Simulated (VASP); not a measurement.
# Hf (Hafnium): structure and properties in VASP, part 3 of 4

What structure does Hf (Hafnium) take at this level, and what are its properties? The start is a cell from a database of measured crystal structures.

VASP 6.6.1; LDA; plane waves and PAW (Hf_pv).

So far. Step 4 (Single point with fields (LDA)): In this run the pressure is -0.01 GPa, small enough to go on; single stress components reach 0.02 GPa. Step 5 (Bands along the symmetry lines (LDA)): There is no gap at this level. The relaxed cell has a = 3.117, c = 4.958 Å (conventional setting).

### 6. Total and projected DOS (LDA)

Here the states are counted by energy and projected on the atoms. The mesh is finer than in the run before.

File INCAR:

```
SYSTEM = Hf
PREC = Accurate
ENCUT = 400
EDIFF = 1E-06
NELM = 100
ISMEAR = -5
SIGMA = 0.2
LREAL = .FALSE.
ALGO = Normal
GGA = CA
NBANDS = 22
LASPH = .TRUE.
LORBIT = 11
LWAVE = .FALSE.
LCHARG = .FALSE.
KPAR = 2
NEDOS = 2001
```

File POSCAR:

```
Hf
1.0
    3.1171552858      0.0000000000      0.0000000000
   -1.5585776429      2.6995356651      0.0000000000
    0.0000000000      0.0000000000      4.9580244061
Hf
2
Direct
    0.3333333333      0.6666666667      0.2500000000
    0.6666666667      0.3333333333      0.7500000000
```

File KPOINTS:

```
Automatic mesh
0
Gamma
12 12 7
0 0 0
```

Potentials, in the order of the species: Hf_pv (LDA family, release 64).

The run is started by

```sh
mpirun -np 2 vasp_std
```

The log of the run:

```text
[... set-up lines as in an earlier step ...]
 entering main loop
       N       E                     dE             d eps       ncg     rms          rms(c)
DAV:   1     0.542759431864E+02    0.54276E+02   -0.92837E+03  3368   0.717E+02
DAV:   2    -0.199913478163E+02   -0.74267E+02   -0.71350E+02  4048   0.202E+02
DAV:   3    -0.220807742295E+02   -0.20894E+01   -0.20778E+01  4246   0.238E+01
DAV:   4    -0.220924970362E+02   -0.11723E-01   -0.11717E-01  3962   0.213E+00
DAV:   5    -0.220925898468E+02   -0.92811E-04   -0.92580E-04  4280   0.166E-01    0.680E+01
DAV:   6    -0.215790177092E+02    0.51357E+00   -0.34625E-01  4118   0.321E+00    0.401E+01
DAV:   7    -0.213964582299E+02    0.18256E+00   -0.62130E-01  4076   0.402E+00    0.189E+00
DAV:   8    -0.213885378972E+02    0.79203E-02   -0.46125E-02  3782   0.115E+00    0.188E-01
DAV:   9    -0.213886421566E+02   -0.10426E-03   -0.12190E-03  4114   0.191E-01    0.112E-01
DAV:  10    -0.213886329621E+02    0.91945E-05   -0.43041E-05  3820   0.365E-02    0.876E-02
DAV:  11    -0.213886302563E+02    0.27058E-05   -0.33695E-06  4016   0.105E-02    0.115E-02
DAV:  12    -0.213886302080E+02    0.48312E-07   -0.13373E-07  2380   0.226E-03
   1 F= -.21388630E+02 E0= -.21388630E+02  d E =0.000000E+00
 -----------------------------------------------------------------------------
|                                                                             |
|           W    W    AA    RRRRR   N    N  II  N    N   GGGG   !!!           |
|           W    W   A  A   R    R  NN   N  II  NN   N  G    G  !!!           |
|           W    W  A    A  R    R  N N  N  II  N N  N  G       !!!           |
|           W WW W  AAAAAA  RRRRR   N  N N  II  N  N N  G  GGG   !            |
|           WW  WW  A    A  R   R   N   NN  II  N   NN  G    G                |
|           W    W  A    A  R    R  N    N  II  N    N   GGGG   !!!           |
|                                                                             |
|     Tetrahedron method does not include variations of the Fermi             |
|     occupations, so forces and stress will be inaccurate. We suggest        |
|     using a different smearing scheme ISMEAR = 1 or 2 for metals in         |
|     relaxations.                                                            |
|                                                                             |
 -----------------------------------------------------------------------------
```

The job ended after 21 s (2 MPI ranks of AMD EPYC 7R43, shared host; peak memory 0.23 GiB).

OUTCAR, selected parts (step 6):

```text
   k-points           NKPTS =     76   k-points in BZ     NKDIM =     76   number of bands    NBANDS=     22

   NELECT =      20.0000    total number of electrons

 E-fermi :   5.3242

 k-point     1 :       0.0000    0.0000    0.0000
  band No.  band energies     occupation
    ...
      4     -24.5053      2.00000
      5     -24.4985      2.00000
      6     -24.4985      2.00000
      7      -2.2516      2.00000
      8       1.3561      2.00000
      9       6.3184      0.00000
     10       6.4291      0.00000
     11       6.4291      0.00000
     12       6.6659      0.00000
     13       7.3058      0.00000
    ...

  Total       -0.0207185     -0.0207185     -0.1505994      0.0000000      0.0000000      0.0000000
  in kB       -0.7956332     -0.7956332     -5.7833272      0.0000000      0.0000000      0.0000000
  external PRESSURE =      -2.4581979 kB  Pullay stress =       0.0000000 kB

 POSITION                                       TOTAL-FORCE (eV/Angst)
 -----------------------------------------------------------------------------------
     -0.00000      1.79969      1.23951         0.000000      0.000000      0.000000
      1.55858      0.89985      3.71852        -0.000000      0.000000      0.000000
 -----------------------------------------------------------------------------------
    total drift:                               -0.000000      0.000000     -0.000000

  FREE ENERGIE OF THE ION-ELECTRON SYSTEM (eV)
  ---------------------------------------------------
  free  energy   TOTEN  =       -21.3886302080 eV

  energy  without entropy=      -21.3886302080  energy(sigma->0) =      -21.38863021

[... 7 parts as in an earlier step ...]

[... 9 further parts left out ...]
```

With tetrahedra the forces and stress of a metal are not exact derivatives of the energy.

This step gave:

```
irreducible k-points                                 : 76
Fermi energy                                         : 5.324 eV
pressure                                             : -0.2458 GPa
DOS at the Fermi level, one point of the energy grid : 1.530 states/eV/cell
```

The density of states has structure finer than the step of the table below, so its rows give means over 0.5 eV, whole bins alone (the curve runs from -12.0 to 2.48 eV). Peaks (eV: height): total -1.17: 3.14, -0.80: 3.64, 0.25: 3.61, 1.59: 3.35; Hf d -1.17: 1.66, -0.72: 1.91, 0.25: 2.14, 1.59: 2.26; Hf p -1.76: 0.264, -0.80: 0.659, 0.25: 0.531, 1.37: 0.528; Hf s -3.78: 0.345, 0.84: 0.062.

States under -12.0 eV and over 2.5 eV are left out. Table of density of states by energy, zero at the Fermi level; means over each step; values in states/eV/cell:

```
energy (eV)   total     Hf d     Hf p     Hf s
       -8.0       0        0        0        0
       -7.5  0.0223        0   3.8e-4  0.00993
       -7.0   0.103   1.4e-4  0.00404   0.0445
       -6.5   0.162  0.00151   0.0108   0.0672
       -6.0   0.230  0.00443   0.0211   0.0912
       -5.5   0.296   0.0105   0.0338    0.110
       -5.0   0.369   0.0245   0.0480    0.127
       -4.5   0.536   0.0639   0.0719    0.164
       -4.0    1.05    0.253    0.106    0.252
       -3.5    1.38    0.427    0.135    0.271
       -3.0    1.60    0.619    0.153    0.213
       -2.5    1.80    0.833    0.169    0.139
       -2.0    1.43    0.721    0.174   0.0499
       -1.5    1.94     1.04    0.264   0.0301
       -1.0    2.99     1.55    0.522   0.0462
       -0.5    1.45    0.806    0.216   0.0132
        0.0    1.77    0.988    0.312   0.0152
        0.5    3.29     1.96    0.479   0.0449
        1.0    2.93     1.72    0.501   0.0417
        1.5    3.02     1.96    0.409   0.0269
        2.0    1.90     1.32    0.187   0.0128
```

The finer mesh and the other smearing move the Fermi level by -0.04 eV from the 8×8×5 run, a small shift, which tests the Fermi level alone. Of the states within 0.3 eV of the Fermi level, the largest shares in the PAW spheres are Hf d 56 % and Hf p 17 %. The rest lies in smaller channels or between the spheres.

### 7. Vibrations at Γ (LDA)

Zone-centre modes test whether the atoms sit at a minimum within this cell. IBRION = 8 takes the force constants from linear response, which needs tightly converged orbitals.

File INCAR:

```
SYSTEM = Hf
PREC = Accurate
ENCUT = 400
EDIFF = 1E-08
NELM = 100
ISMEAR = 1
SIGMA = 0.2
LREAL = .FALSE.
ALGO = Normal
GGA = CA
NBANDS = 16
LASPH = .TRUE.
LORBIT = 11
LWAVE = .FALSE.
LCHARG = .FALSE.
KPAR = 2
IBRION = 8
ISIF = 2
```

POSCAR is that of step 6.

File KPOINTS:

```
Automatic mesh
0
Gamma
14 14 8
0 0 0
```

The run is started by

```sh
mpirun -np 2 vasp_std
```

The log of the run:

```text
[... set-up lines as in an earlier step ...]
 entering main loop
       N       E                     dE             d eps       ncg     rms          rms(c)
DAV:   1     0.399492577922E+02    0.39949E+02   -0.10177E+04  3896   0.985E+02
DAV:   2    -0.207542947212E+02   -0.60704E+02   -0.59276E+02  5160   0.226E+02
DAV:   3    -0.220848536363E+02   -0.13306E+01   -0.13261E+01  4960   0.239E+01
DAV:   4    -0.220939966299E+02   -0.91430E-02   -0.91394E-02  4880   0.244E+00
DAV:   5    -0.220941036717E+02   -0.10704E-03   -0.10703E-03  4968   0.218E-01    0.681E+01
DAV:   6    -0.215804134160E+02    0.51369E+00   -0.44110E-01  4600   0.441E+00    0.402E+01
DAV:   7    -0.213970478836E+02    0.18337E+00   -0.70974E-01  4688   0.538E+00    0.189E+00
DAV:   8    -0.213883762487E+02    0.86716E-02   -0.43466E-02  4552   0.146E+00    0.377E-01
DAV:   9    -0.213884544799E+02   -0.78231E-04   -0.93637E-04  5160   0.223E-01    0.178E-01
DAV:  10    -0.213884503109E+02    0.41689E-05   -0.41122E-05  4576   0.465E-02    0.181E-01
DAV:  11    -0.213884478757E+02    0.24353E-05   -0.36527E-06  5160   0.124E-02    0.141E-02
DAV:  12    -0.213884478205E+02    0.55206E-07   -0.39903E-07  4656   0.436E-03    0.509E-03
DAV:  13    -0.213884478121E+02    0.83687E-08   -0.16404E-08  3520   0.972E-04
   1 F= -.21388448E+02 E0= -.21390064E+02  d E =0.484888E-02
 Linear response reoptimize wavefunctions to high precision
DAV:   1    -0.213884478123E+02   -0.25148E-09   -0.14190E-09  3360   0.317E-04
DAV:   2    -0.213884478124E+02   -0.32287E-10   -0.19178E-10  2584   0.107E-04
 Linear response DOF=           2
 Linear response progress:
  Degree of freedom:   1/  2
       N       E                     dE             d eps       ncg     rms          rms(c)
RMM:   1    -0.197333396061E+00   -0.19733E+00    0.46117E+00 16487   0.118E+01
RMM:   2    -0.202119938444E+00   -0.47865E-02   -0.37635E-02 24485   0.120E+00    0.604E-01
RMM:   3    -0.201412499800E+00    0.70744E-03   -0.42563E-03 30862   0.254E-01    0.124E-01
RMM:   4    -0.201080989909E+00    0.33151E-03   -0.46331E-04 36387   0.868E-02    0.194E-01
RMM:   5    -0.200765874825E+00    0.31512E-03   -0.37476E-05 34281   0.318E-02    0.412E-02
RMM:   6    -0.200635424496E+00    0.13045E-03   -0.45084E-05 37044   0.166E-02    0.320E-02
RMM:   7    -0.200625550036E+00    0.98745E-05   -0.64514E-05 35031   0.395E-03    0.228E-02
RMM:   8    -0.200624888273E+00    0.66176E-06   -0.38171E-05 34380   0.316E-03    0.104E-02
RMM:   9    -0.200621799156E+00    0.30891E-05   -0.13449E-05 34840   0.959E-04    0.390E-03
RMM:  10    -0.200622056915E+00   -0.25776E-06   -0.75944E-06 37823   0.390E-04    0.145E-03
RMM:  11    -0.200622055300E+00    0.16146E-08   -0.42611E-06 35752   0.143E-04    0.461E-04
RMM:  12    -0.200622100595E+00   -0.45295E-07   -0.22661E-06 35280   0.760E-05    0.169E-04
RMM:  13    -0.200622125176E+00   -0.24580E-07   -0.11713E-06 35779   0.458E-05    0.117E-04
RMM:  14    -0.200622123215E+00    0.19605E-08   -0.62264E-07 33086   0.324E-05    0.243E-05
RMM:  15    -0.200622128106E+00   -0.48913E-08   -0.33212E-07 29436   0.258E-05    0.199E-05
RMM:  16    -0.200622134885E+00   -0.67787E-08   -0.18204E-07 29012   0.227E-05    0.723E-06
RMM:  17    -0.200622135776E+00   -0.89120E-09   -0.99426E-08 23669   0.205E-05    0.280E-06
 first order change of Fermi-energy  -0.49859E-05
 force on displaced ion       1 direction 1 :  -1.853  -0.000   0.000
 Linear response progress:
  Degree of freedom:   2/  2
       N       E                     dE             d eps       ncg     rms          rms(c)
RMM:   1    -0.240491781555E+00   -0.24049E+00    0.49063E+00  5629   0.122E+01
RMM:   2    -0.250580022777E+00   -0.10088E-01   -0.43305E-02  8345   0.123E+00    0.754E-01
RMM:   3    -0.249905627048E+00    0.67440E-03   -0.36450E-03  9701   0.277E-01    0.209E-01
RMM:   4    -0.249689444863E+00    0.21618E-03   -0.73352E-05 11608   0.940E-02    0.210E-01
RMM:   5    -0.249475927870E+00    0.21352E-03    0.10595E-04 11429   0.405E-02    0.509E-02
RMM:   6    -0.249400610223E+00    0.75318E-04    0.17130E-05  9797   0.182E-02    0.487E-02
RMM:   7    -0.249427392974E+00   -0.26783E-04   -0.71798E-05 10832   0.622E-03    0.183E-02
RMM:   8    -0.249423569335E+00    0.38236E-05    0.20654E-05 11629   0.295E-03    0.348E-03
RMM:   9    -0.249418178056E+00    0.53913E-05    0.68495E-07 11774   0.161E-03    0.220E-03
RMM:  10    -0.249417897913E+00    0.28014E-06    0.37693E-07 11326   0.551E-04    0.532E-04
RMM:  11    -0.249417886166E+00    0.11747E-07    0.74216E-07 11941   0.232E-04    0.159E-04
RMM:  12    -0.249418031212E+00   -0.14505E-06   -0.13799E-06 12110   0.886E-05    0.541E-05
RMM:  13    -0.249418045126E+00   -0.13914E-07   -0.17085E-06 11559   0.537E-05    0.339E-05
RMM:  14    -0.249418053846E+00   -0.87200E-08   -0.16239E-06 12069   0.375E-05    0.161E-05
RMM:  15    -0.249418106364E+00   -0.52518E-07   -0.21138E-06 11371   0.295E-05    0.525E-06
RMM:  16    -0.249418071024E+00    0.35340E-07   -0.17307E-06  8826   0.257E-05    0.352E-06
RMM:  17    -0.249418091189E+00   -0.20165E-07   -0.18853E-06  7766   0.241E-05    0.336E-06
RMM:  18    -0.249418080013E+00    0.11176E-07   -0.17847E-06  7430   0.232E-05    0.256E-06
RMM:  19    -0.249418086205E+00   -0.61924E-08   -0.18361E-06  7445   0.229E-05    0.125E-06
RMM:  20    -0.249418080997E+00    0.52083E-08   -0.18113E-06  7522   0.225E-05    0.699E-07
RMM:  21    -0.249418081398E+00   -0.40150E-09   -0.17930E-06  6282   0.223E-05    0.698E-07
RMM:  22    -0.249418082823E+00   -0.14245E-08   -0.18243E-06  6009   0.222E-05    0.608E-07
RMM:  23    -0.249418083023E+00   -0.19999E-09   -0.18017E-06  5731   0.221E-05    0.315E-07
RMM:  24    -0.249418084176E+00   -0.11537E-08   -0.18316E-06  5524   0.220E-05    0.372E-07
RMM:  25    -0.249418084274E+00   -0.97652E-10   -0.18157E-06  5314   0.220E-05    0.168E-07
RMM:  26    -0.249418084729E+00   -0.45533E-09   -0.18366E-06  5123   0.220E-05    0.325E-07
RMM:  27    -0.249418084589E+00    0.14047E-09   -0.18190E-06  4984   0.220E-05    0.172E-07
RMM:  28    -0.249418085359E+00   -0.77025E-09   -0.18442E-06  4830   0.220E-05    0.303E-07
RMM:  29    -0.249418085290E+00    0.68868E-10   -0.18251E-06  4750   0.220E-05    0.182E-07
RMM:  30    -0.249418085644E+00   -0.35316E-09   -0.18466E-06  4688   0.220E-05    0.289E-07
[...]
RMM:  35    -0.249418087507E+00   -0.81577E-09   -0.18572E-06  4384   0.220E-05    0.195E-07
RMM:  36    -0.249418086876E+00    0.63108E-09   -0.18644E-06  4317   0.220E-05    0.270E-07
RMM:  37    -0.249418087912E+00   -0.10354E-08   -0.18654E-06  4284   0.220E-05    0.198E-07
RMM:  38    -0.249418087243E+00    0.66816E-09   -0.18690E-06  4249   0.220E-05    0.265E-07
RMM:  39    -0.249418088501E+00   -0.12574E-08   -0.18706E-06  4228   0.220E-05    0.202E-07
RMM:  40    -0.249418087429E+00    0.10716E-08   -0.18715E-06  4183   0.220E-05    0.259E-07
RMM:  41    -0.249418088988E+00   -0.15590E-08   -0.18776E-06  4126   0.220E-05    0.204E-07
RMM:  42    -0.249418087437E+00    0.15513E-08   -0.18703E-06  4082   0.220E-05    0.255E-07
RMM:  43    -0.249418089101E+00   -0.16639E-08   -0.18808E-06  4037   0.220E-05    0.207E-07
RMM:  44    -0.249418087469E+00    0.16323E-08   -0.18704E-06  4011   0.220E-05    0.249E-07
RMM:  45    -0.249418089562E+00   -0.20937E-08   -0.18826E-06  3998   0.220E-05    0.210E-07
RMM:  46    -0.249418087344E+00    0.22182E-08   -0.18657E-06  3937   0.220E-05    0.245E-07
 first order change of Fermi-energy  -0.16128E-03
 force on displaced ion       1 direction 3 :  -0.000   0.000  -3.797
 Linear response finished
```

Wall time 6 min (2 MPI ranks); peak memory 0.91 GiB.

From OUTCAR (step 7):

```text
   k-points           NKPTS =    120   k-points in BZ     NKDIM =    120   number of bands    NBANDS=     16

   NELECT =      20.0000    total number of electrons

  Total        0.0061642      0.0061642     -0.1350713      0.0000000      0.0000000      0.0000000
  in kB        0.2367197      0.2367197     -5.1870165      0.0000000      0.0000000      0.0000000
  external PRESSURE =      -1.5711923 kB  Pullay stress =       0.0000000 kB

 Eigenvectors and eigenvalues of the dynamical matrix
 ----------------------------------------------------

   1 f  =    3.224421 THz    20.259634 2PiTHz  107.555105 cm-1    13.335128 meV
             X         Y         Z           dx          dy          dz
     -0.000000  1.799690  1.239506    -0.000000   -0.000000   -0.707107
      1.558578  0.899845  3.718518     0.000000    0.000000    0.707107

   2 f  =    2.252445 THz    14.152528 2PiTHz   75.133470 cm-1     9.315359 meV
             X         Y         Z           dx          dy          dz
     -0.000000  1.799690  1.239506     0.000001    0.707107    0.000000
      1.558578  0.899845  3.718518    -0.000001   -0.707107    0.000000

   3 f  =    2.252445 THz    14.152528 2PiTHz   75.133470 cm-1     9.315359 meV
             X         Y         Z           dx          dy          dz
     -0.000000  1.799690  1.239506     0.707107   -0.000001   -0.000000
      1.558578  0.899845  3.718518    -0.707107    0.000001   -0.000000

   4 f/i=    0.000000 THz     0.000000 2PiTHz    0.000001 cm-1     0.000000 meV
             X         Y         Z           dx          dy          dz
     -0.000000  1.799690  1.239506    -0.407571   -0.564525    0.123277
      1.558578  0.899845  3.718518    -0.407571   -0.564525    0.123277

   5 f/i=    0.000000 THz     0.000000 2PiTHz    0.000001 cm-1     0.000000 meV
             X         Y         Z           dx          dy          dz
     -0.000000  1.799690  1.239506    -0.577485    0.392746   -0.110734
      1.558578  0.899845  3.718518    -0.577485    0.392746   -0.110734

   6 f/i=    0.000000 THz     0.000000 2PiTHz    0.000002 cm-1     0.000000 meV
             X         Y         Z           dx          dy          dz
     -0.000000  1.799690  1.239506     0.019935   -0.164505   -0.687416
      1.558578  0.899845  3.718518     0.019935   -0.164505   -0.687416

 ELASTIC MODULI CONTR FROM IONIC RELAXATION (kBar)
 Direction    XX          YY          ZZ          XY          YZ          ZX
 --------------------------------------------------------------------------------
 XX        -132.3549    132.3549     -0.0000      0.0000      0.0000      0.0000
 YY         132.3549   -132.3549      0.0000     -0.0000      0.0000      0.0000
 ZZ          -0.0000      0.0000     -0.0000      0.0000      0.0000      0.0000
 XY           0.0000     -0.0000      0.0000   -132.3549      0.0000      0.0000
 YZ           0.0000      0.0000      0.0000      0.0000      0.0000      0.0000
 ZX           0.0000      0.0000      0.0000      0.0000      0.0000      0.0000
 --------------------------------------------------------------------------------

[... 8 parts as in an earlier step ...]

[... 3 further parts left out ...]
```

Energies printed during the response cycles are not total energies of the cell.

This step gave:

| Property | Result |
| --- | --- |
| bands | 16 |
| irreducible k-points | 120 |
| pressure of the cell | -0.1571 GPa |
| largest force of the cell | 0 eV/Å |
| Fermi energy | 5.318 eV |

Modes at Γ:

```
mode  frequency (cm⁻¹)  symmetry
   1               0.0  acoustic
   2               0.0  acoustic
   3               0.0  acoustic
   4              75.1       E2g
   5              75.1       E2g
   6             107.6        Bg
```

Displacements in mode 5 (75.1 cm⁻¹), the largest set to 1:
```
Hf1  0.00  1.00  0.00
Hf2  0.00 -1.00  0.00
```

Displacements in mode 6 (107.6 cm⁻¹), the largest set to 1:
```
Hf1  0.00  0.00 -1.00
Hf2  0.00  0.00  1.00
```

The three acoustic modes come out at zero, and all others are real. By the characters of their eigenvectors the optical modes sort into (cm⁻¹) Raman active: E2g 75; silent: Bg 108. B labels carry no number here, since it depends on the setting of the axes. With a centre of inversion no mode is active in both.

[end of part 3 of 4]

[Lines on the potential files, build, host, timing and source positions are cut from VASP's logs without a mark.]

[Logs are printed without paths, hosts, clocks, repeated set-up lines and the standing remarks that a program may print on its own settings, such as how far it seeks lower states.]

[Hosts, paths, dates, database ids (printed as entryN), source tags and the programs' standing remarks are cut or masked in the printed files.]

[A measured line is paired with the nearest computed mode of its activity, which favours agreement.]

[In band tables of VASP the shares of atoms and orbitals are scaled to a sum of 1 inside the atoms' spheres.]
